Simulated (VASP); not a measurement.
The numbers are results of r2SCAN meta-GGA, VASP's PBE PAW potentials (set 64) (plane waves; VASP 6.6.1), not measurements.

Input for VASP

**POSCAR**
```
Ta2Si
1
   -3.0891184502     3.0891184502     2.5215059052
    3.0891184502    -3.0891184502     2.5215059052
    3.0891184502     3.0891184502    -2.5215059052
Ta Si
4 2
Direct
  0.6633900107   0.8366099893   0.5000000000
  0.3366099893   0.1633900107   0.5000000000
  0.8366099893   0.3366099893   0.1732199786
  0.1633900107   0.6633900107   0.8267800214
  0.2500000000   0.2500000000   0.0000000000
  0.7500000000   0.7500000000   0.0000000000
```

**KPOINTS_OPT**
```
k-points along high-symmetry lines
7
Line-mode
Reciprocal
  0.000000   0.000000   0.000000 ! GAMMA
  0.000000   0.000000   0.500000 ! X

  0.000000   0.000000   0.500000 ! X
 -0.500000   0.500000   0.500000 ! M

 -0.500000   0.500000   0.500000 ! M
  0.000000   0.000000   0.000000 ! GAMMA

  0.000000   0.000000   0.000000 ! GAMMA
  0.416996   0.416996  -0.416996 ! Z

 -0.416996   0.583004   0.416996 ! Z_0
 -0.500000   0.500000   0.500000 ! M

  0.000000   0.000000   0.500000 ! X
  0.250000   0.250000   0.250000 ! P

  0.250000   0.250000   0.250000 ! P
  0.000000   0.500000   0.000000 ! N

  0.000000   0.500000   0.000000 ! N
  0.000000   0.000000   0.000000 ! GAMMA
```

### KPOINTS
```
Regular mesh
0
Gamma
9 9 9
0 0 0
```

INCAR:
```
SYSTEM  =  Ta2Si
LORBIT  =  11   ! lm-projected
NELM  =  100   ! most electronic steps
LASPH  =  .TRUE.   ! aspherical one-centre terms
EDIFF  =  1E-7
NEDOS  =  601
METAGGA  =  R2SCAN
LMAXMIX  =  6   ! l cut-off of mixed one-centre charges
ENCUT  =  400   ! plane-wave cut-off (eV)
LREAL  =  .FALSE.   ! projection in real space or not
ALGO  =  Normal   ! blocked Davidson
LWAVE  =  .FALSE.
LMIXTAU  =  .TRUE.
ISIF  =  2   ! forces and stress, cell fixed
ISMEAR  =  -5
LCHARG  =  .FALSE.
PREC  =  Accurate
```

POTCAR, in this order: Ta_pv Si (PBE.64 set). Program: vasp_std.

Output of the run:

File OSZICAR:
```
       N       E                     dE             d eps       ncg     rms          rms(c)
DAV:   1     0.253557608820E+03    0.25356E+03   -0.25532E+04  4666   0.144E+03
DAV:   2    -0.209912214268E+03   -0.46347E+03   -0.45559E+03  5123   0.432E+02
DAV:   3    -0.229964038718E+03   -0.20052E+02   -0.19648E+02  6033   0.776E+01
DAV:   4    -0.230399407796E+03   -0.43537E+00   -0.43131E+00  5640   0.105E+01
DAV:   5    -0.230410230031E+03   -0.10822E-01   -0.10797E-01  5922   0.153E+00    0.326E+01
DAV:   6    -0.216080314234E+03    0.14330E+02   -0.10188E+01  5688   0.238E+01    0.141E+01
DAV:   7    -0.213240478767E+03    0.28398E+01   -0.24571E+00  5532   0.899E+00    0.314E+00
DAV:   8    -0.215553175323E+03   -0.23127E+01   -0.15546E+00  5245   0.745E+00    0.193E+00
DAV:   9    -0.215525164642E+03    0.28011E-01   -0.14015E-01  5574   0.229E+00    0.494E-01
DAV:  10    -0.215480807696E+03    0.44357E-01   -0.33926E-02  5561   0.122E+00    0.410E-01
DAV:  11    -0.215489629869E+03   -0.88222E-02   -0.65759E-03  5526   0.570E-01    0.201E-01
DAV:  12    -0.215484925222E+03    0.47046E-02   -0.14678E-02  5448   0.775E-01    0.502E-02
DAV:  13    -0.215484125869E+03    0.79935E-03   -0.54974E-04  5724   0.162E-01    0.601E-02
DAV:  14    -0.215484472534E+03   -0.34667E-03   -0.69276E-05  5588   0.499E-02    0.418E-02
DAV:  15    -0.215484570029E+03   -0.97495E-04   -0.27489E-04  5577   0.121E-01    0.651E-03
DAV:  16    -0.215484576463E+03   -0.64346E-05   -0.22273E-05  5597   0.298E-02    0.736E-03
DAV:  17    -0.215484579636E+03   -0.31733E-05   -0.13245E-06  5039   0.850E-03    0.352E-03
DAV:  18    -0.215484577985E+03    0.16518E-05   -0.17466E-06  5525   0.997E-03    0.295E-03
DAV:  19    -0.215484576912E+03    0.10731E-05   -0.37274E-07  4995   0.466E-03    0.129E-03
DAV:  20    -0.215484578092E+03   -0.11801E-05   -0.94708E-08  3606   0.252E-03    0.363E-04
DAV:  21    -0.215484578041E+03    0.51067E-07   -0.67264E-09  3480   0.607E-04
   1 F= -.21548458E+03 E0= -.21548458E+03  d E =0.000000E+00
       N       E                     dE             ncg
```

OUTCAR:
```
------------------------ aborting loop because EDIFF is reached ----------------------------------------
  FORCE on cell =-STRESS in cart. coord.  units (eV):
  Direction    XX          YY          ZZ          XY          YZ          ZX
  --------------------------------------------------------------------------------------
  Total       -0.1972499     -0.1972499      0.1251398      0.0000000      0.0000000      0.0000000
  in kB       -3.2835098     -3.2835098      2.0831320      0.0000000      0.0000000      0.0000000
  external PRESSURE =      -1.4946292 kB  Pullay stress =       0.0000000 kB
  volume of cell :       96.25
      direct lattice vectors                 reciprocal lattice vectors
    -3.089118450  3.089118450  2.521505905     0.000000000  0.161858475  0.198294201
     3.089118450 -3.089118450  2.521505905     0.161858475  0.000000000  0.198294201
     3.089118450  3.089118450 -2.521505905     0.161858475  0.161858475  0.000000000
 POSITION                                       TOTAL-FORCE (eV/Angst)
 -----------------------------------------------------------------------------------
      2.07966      1.00946      2.52151        -0.048268      0.048268     -0.000000
      1.00946      2.07966      0.00000         0.048268     -0.048268      0.000000
     -1.00946      2.07966      2.52151        -0.048268     -0.048268     -0.000000
      4.09858      1.00946      0.00000         0.048268      0.048268      0.000000
      0.00000      0.00000      1.26075         0.000000     -0.000000      0.000000
      0.00000      0.00000      3.78226         0.000000     -0.000000      0.000000
 -----------------------------------------------------------------------------------
    total drift:                                0.000000      0.000000     -0.000000
  FREE ENERGIE OF THE ION-ELECTRON SYSTEM (eV)
  ---------------------------------------------------
  free  energy   TOTEN  =      -215.4845780407 eV

  energy  without entropy=     -215.4845780407  energy(sigma->0) =     -215.48457804

 total charge

# of ion       s       p       d       tot
------------------------------------------
    1        0.328   6.204   2.343   8.875
    2        0.328   6.204   2.343   8.875
    3        0.328   6.204   2.343   8.875
    4        0.328   6.204   2.343   8.875
    5        0.730   1.027   0.000   1.757
    6        0.730   1.027   0.000   1.757
--------------------------------------------------
tot          2.773  26.869   9.373  39.015
```
(Selected blocks of OUTCAR.)

For a metal the tetrahedron method with Blöchl corrections gives inexact stress and forces.

The structure comes from a computed database's Ta2Si entry (I4/mcm); how it stands against other phases isn't given here. It was relaxed first.
